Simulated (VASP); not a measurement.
# Co: a series in biaxial strain in the (0001) plane

How do stress and energy of Co follow biaxial strain in the (0001) plane?

Method: PBEsol, spin-polarised from a ferromagnetic start; plane waves and PAW (Co), in the first sound run; inputs show where later runs differ, in VASP 6.6.1.

## Step 1: The starting structure

Symmetry: P6_3/mmc, No. 194, hexagonal system. The conventional cell has a = 2.510 Å, b = 2.510 Å, c = 4.071 Å, α = 90.00°, β = 90.00°, γ = 120.00°. Nearest to Co lie 12 Co at 2.50 to 2.51 Å.

Structure file:

```cif
data_structure
_symmetry_space_group_name_H-M 'P 1'
_symmetry_Int_Tables_number 1
_cell_length_a 2.5100
_cell_length_b 2.5100
_cell_length_c 4.0712
_cell_angle_alpha 90.000
_cell_angle_beta 90.000
_cell_angle_gamma 120.000
_cell_volume 22.21
loop_
_atom_site_label
_atom_site_type_symbol
_atom_site_fract_x
_atom_site_fract_y
_atom_site_fract_z
_atom_site_occupancy
Co1 Co 0.00000 0.00000 0.00000 1
Co2 Co 0.33333 0.66667 0.50000 1
```

## Step 2: Relax the crystal, PBEsol

The series starts from the cell that this level prefers, so that zero strain is near zero stress.

This step took 2 runs in a row; the last is shown.

Level: PBEsol, spin-polarised from a ferromagnetic start; plane waves and PAW (Co).

The input, INCAR:

```
SYSTEM = Co
PREC = Accurate
ENCUT = 450
EDIFF = 1E-07
NELM = 120
ISMEAR = 1
SIGMA = 0.15
LREAL = .FALSE.
ALGO = Normal
GGA = PS
NBANDS = 18
ISPIN = 2
MAGMOM = 1.6 1.6
LASPH = .TRUE.
LMAXMIX = 4
LORBIT = 11
LWAVE = .FALSE.
LCHARG = .FALSE.
KPAR = 8
IBRION = 2
NSW = 40
ISIF = 3
EDIFFG = -0.005
POTIM = 0.4
```

The input, POSCAR:

```
Co
1.0
    2.4541319695      0.0000000000      0.0000000000
   -1.2270659847      2.1253406298      0.0000000000
    0.0000000000      0.0000000000      3.9613915627
Co
2
Direct
    0.0000000000      0.0000000000      0.0000000000
    0.3333333333      0.6666666667      0.5000000000
```

The input, KPOINTS:

```
Automatic mesh
0
Gamma
27 27 15
0 0 0
```

Potentials, in the order of the species: Co (PBE family, release 64).

Started as:

```bash
mpirun -np 8 vasp_std
```

What it wrote:

```text
[banner, memory and clock lines left out]
running    8 mpi-ranks, on    1 nodes
[...]
|                                                                             |
|           W    W    AA    RRRRR   N    N  II  N    N   GGGG   !!!           |
|           W    W   A  A   R    R  NN   N  II  NN   N  G    G  !!!           |
|           W    W  A    A  R    R  N N  N  II  N N  N  G       !!!           |
|           W WW W  AAAAAA  RRRRR   N  N N  II  N  N N  G  GGG   !            |
|           WW  WW  A    A  R   R   N   NN  II  N   NN  G    G                |
|           W    W  A    A  R    R  N    N  II  N    N   GGGG   !!!           |
|                                                                             |
|     For optimal performance we recommend to set                             |
|       NCORE = 2 up to number-of-cores-per-socket                            |
|     NCORE specifies how many cores store one orbital (NPAR=cpu/NCORE).      |
|     This setting can greatly improve the performance of VASP for DFT.       |
[...]
DAV:   4    -0.154737222844E+02    0.22272E-05   -0.11225E-06 51490   0.116E-02    0.104E-02
DAV:   5    -0.154737205097E+02    0.17747E-05   -0.43047E-07 64096   0.837E-03    0.151E-03
DAV:   6    -0.154737204434E+02    0.66316E-07   -0.45105E-08 22884   0.202E-03
   2 F= -.15473720E+02 E0= -.15473780E+02  d E =-.333329E-06  mag=     3.1342
 trial-energy change:   -0.000000  1 .order   -0.000000   -0.000014    0.000013
 step:   0.5099(harm=  0.5099)  dis= 0.00000  next Energy=   -15.473724 (dE=-0.351E-05)
[...]
N       E                     dE             d eps       ncg     rms          rms(c)
DAV:   1    -0.154737651594E+02   -0.44650E-04   -0.35904E-04 45550   0.342E-01    0.520E-02
DAV:   2    -0.154737315761E+02    0.33583E-04   -0.12207E-04 46186   0.235E-01    0.321E-02
DAV:   3    -0.154737247739E+02    0.68022E-05   -0.14124E-05 46070   0.765E-02    0.142E-02
DAV:   4    -0.154737240393E+02    0.73459E-06   -0.26902E-07 48156   0.571E-03    0.509E-03
DAV:   5    -0.154737232617E+02    0.77760E-06   -0.76999E-08 24724   0.414E-03    0.790E-04
DAV:   6    -0.154737233055E+02   -0.43799E-07   -0.42534E-08 22018   0.205E-03
   3 F= -.15473723E+02 E0= -.15473784E+02  d E =-.319541E-05  mag=     3.1348
[...]
reached required accuracy - stopping structural energy minimisation
```

Wall time 46 s (8 MPI ranks of Intel Xeon 6975P-C (Granite Rapids), shared host); peak memory 2.8 GiB; 5.5 min of CPU time.

The logs omit lines about the potential files and the build; timing stands in the text.

From OUTCAR (step 2):

```text
  Total        0.0025158      0.0025158      0.0024225      0.0000000      0.0000000      0.0000000
  in kB        0.1951703      0.1951703      0.1879311      0.0000000      0.0000000      0.0000000
  external PRESSURE =       0.1927572 kB  Pullay stress =       0.0000000 kB

 POSITION                                       TOTAL-FORCE (eV/Angst)
 -----------------------------------------------------------------------------------
     -0.00000      0.00000      0.00000        -0.000000     -0.000000      0.000000
     -0.00000      1.41668      1.98039         0.000000      0.000000     -0.000000
 -----------------------------------------------------------------------------------
    total drift:                               -0.000000      0.000000     -0.000000

  FREE ENERGIE OF THE ION-ELECTRON SYSTEM (eV)
  ---------------------------------------------------
  free  energy   TOTEN  =       -15.4737233055 eV

  energy  without entropy=      -15.4739066333  energy(sigma->0) =      -15.47378441

 reached required accuracy - stopping structural energy minimisation

 magnetization (x)
# of ion       s       p       d       tot
------------------------------------------
    1       -0.015  -0.052   1.641   1.574
    2       -0.015  -0.052   1.641   1.574
--------------------------------------------------
tot         -0.031  -0.105   3.283   3.148

[... 3 further parts left out ...]
[key lines of the parts left out:]
E-fermi :  10.7741
```

Numbers from this step:

| Item | Value |
| --- | --- |
| energy(sigma→0) of the program | -15.4738 eV |
| stress, compression positive | xx, yy, zz 0.02, 0.02, 0.02 GPa |
| volume | 20.653 Å³ |
| ionic steps | 3 |

## Step 3: Strain along the normal, PBEsol

One member in full: the plane is strained by 0.5 %, and the strain along the normal is moved by secant steps until the normal stress is under 0.012 GPa or five steps are spent; the atoms relax at each step.

This step took 3 runs, each at a new trial strain with the atoms of the one before; the last is shown.

Level: PBEsol, spin-polarised from a ferromagnetic start; plane waves and PAW (Co).

Changes to INCAR since step 2:

```diff
@@ -18,7 +18,7 @@
 LCHARG = .FALSE.
-KPAR = 8
-IBRION = 2
-NSW = 40
-ISIF = 3
-EDIFFG = -0.005
-POTIM = 0.4
+KPAR = 2
+IBRION = 1
+NSW = 25
+ISIF = 2
+EDIFFG = -0.004
+POTIM = 0.3
```

The input, POSCAR:

```
Co
1.0
    2.4660295350      0.0000000000      0.0000000000
   -1.2330147670      2.1356442230      0.0000000000
    0.0000000000      0.0000000000      3.9496780900
Co
2
Direct
    0.0000000000      0.0000000000      0.0000000000
    0.3333333333      0.6666666667      0.5000000000
```

KPOINTS is that of step 2.

Started as:

```bash
mpirun -np 2 vasp_std
```

What it wrote:

```text
[banner, memory and clock lines left out]
running    2 mpi-ranks, on    1 nodes
[...]
[... a notice as in an earlier step ...]

 LDA part: xc-table for (Slater+PW92), standard interpolation
 POSCAR, INCAR and KPOINTS ok, starting setup
[...]
entering main loop
       N       E                     dE             d eps       ncg     rms          rms(c)
DAV:   1     0.763732456481E+02    0.76373E+02   -0.69265E+03 45488   0.116E+03
DAV:   2    -0.146943383034E+02   -0.91068E+02   -0.82566E+02 43486   0.219E+02
DAV:   3    -0.179629998319E+02   -0.32687E+01   -0.31671E+01 47672   0.535E+01
DAV:   4    -0.180200631005E+02   -0.57063E-01   -0.57014E-01 56190   0.587E+00
[...]
DAV:  12    -0.154721804249E+02    0.73580E-05   -0.78075E-06 47300   0.239E-02    0.176E-02
DAV:  13    -0.154721789546E+02    0.14704E-05   -0.23386E-06 65884   0.201E-02    0.109E-02
DAV:  14    -0.154721789587E+02   -0.41437E-08   -0.34850E-07 51880   0.737E-03
   1 F= -.15472179E+02 E0= -.15472287E+02  d E =-.154722E+02  mag=     3.1408
 BRION: g(F)=  0.521E-49 g(S)=  0.000E+00
 reached required accuracy - stopping structural energy minimisation
```

It took 77 s on 2 MPI ranks; peak memory 0.67 GiB.

Parts of OUTCAR (step 3):

```text
  Total       -0.3366829     -0.3366829     -0.0000531     -0.0000000      0.0000000      0.0000000
  in kB      -25.9324006    -25.9324006     -0.0040869     -0.0000000      0.0000000      0.0000000
  external PRESSURE =     -17.2896293 kB  Pullay stress =       0.0000000 kB

 POSITION                                       TOTAL-FORCE (eV/Angst)
 -----------------------------------------------------------------------------------
      0.00000      0.00000      0.00000         0.000000      0.000000      0.000000
      0.00000      1.42376      1.97484        -0.000000     -0.000000      0.000000
 -----------------------------------------------------------------------------------
    total drift:                               -0.000000      0.000000     -0.000000

  FREE ENERGIE OF THE ION-ELECTRON SYSTEM (eV)
  ---------------------------------------------------
  free  energy   TOTEN  =       -15.4721789587 eV

  energy  without entropy=      -15.4725033149  energy(sigma->0) =      -15.47228708

 magnetization (x)
# of ion       s       p       d       tot
------------------------------------------
    1       -0.015  -0.053   1.646   1.578
    2       -0.015  -0.053   1.646   1.578
--------------------------------------------------
tot         -0.031  -0.105   3.292   3.156

[... 2 parts as in an earlier step ...]

[... 2 further parts left out ...]
[key lines of the parts left out:]
E-fermi :  10.6649
```

Read from the output:

```
energy(sigma→0) of the program : -15.4723 eV
stress, compression positive   : xx, yy, zz -2.59, -2.59, 0.00 GPa
ionic steps                    : 1
```

## Step 4: All members

The other members went through these steps as far as the tables show, with the same cutoff and, step by step, the same mesh; 25 runs are not shown. The session took 1.5 core hours (wall time by ranks) on a shared machine.

```
in-plane strain (%)  strain along the normal (%)  in-plane stress, tension positive (GPa)  energy above the unstrained row, extrapolated to no smearing (meV/atom)
             -2.000                        1.151                                  -11.823                                                                   14.948
             -1.500                        0.856                                   -8.623                                                                    8.361
             -1.000                        0.567                                   -5.602                                                                    3.731
             -0.500                        0.283                                   -2.733                                                                    0.969
                  0                        0.000                                    0.008                                                                    0.000
              0.500                       -0.280                                    2.593                                                                    0.743
              1.000                       -0.559                                        ?                                                                        ?
              1.500                       -0.839                                    7.356                                                                    7.046
              2.000                       -1.124                                    9.523                                                                   12.439
```

## Step 5: Stress from the known rows

A least-squares parabola through the 8 rows shown, with e the strain in %: stress = − 0.2887 e² + 5.332 e + 0.008871 (GPa), r.m.s. residual 0.0090 GPa.

For the withheld row, e = 1, the fit gives 5.052 GPa.

## Step 6: Prediction against calculation

The calculation gives 5.046 GPa, so the prediction is 0.006 GPa too high, within twice the residual of the fit.

Slopes at zero strain, from cubics through all rows: strain ratio -0.561, stress over strain 532 GPa. For (0001) the ratio is −2C₁₃/C₃₃.

## Step 7: Outcome

| Item | Value |
| --- | --- |
| error of the predicted stress | 0.006 GPa |
| ratio of normal to in-plane strain | -0.561 |
| biaxial modulus | 532 GPa |

In words: As a check, the curvature of the energy gives 531 GPa for the same modulus (energy per volume = M × strain²), 0 % from the slope of the stress. The energy also has a linear term worth 0.15 GPa that the stress column lacks, a mark of the finite basis or of the smearing. These are static values: temperature and zero-point motion are left out. In a metal the slopes also depend on mesh and smearing, which were held through the series.

[Lines on the potential files, build, host, timing and source positions are cut from VASP's logs without a mark.]

[Logs are printed without paths, hosts, clocks, repeated set-up lines and the standing remarks that a program may print on its own settings, such as how far it seeks lower states.]

[Hosts, paths, dates, database ids (printed as entryN), source tags and the programs' standing remarks are cut or masked in the printed files.]

[In band tables of VASP the shares of atoms and orbitals are scaled to a sum of 1 inside the atoms' spheres.]
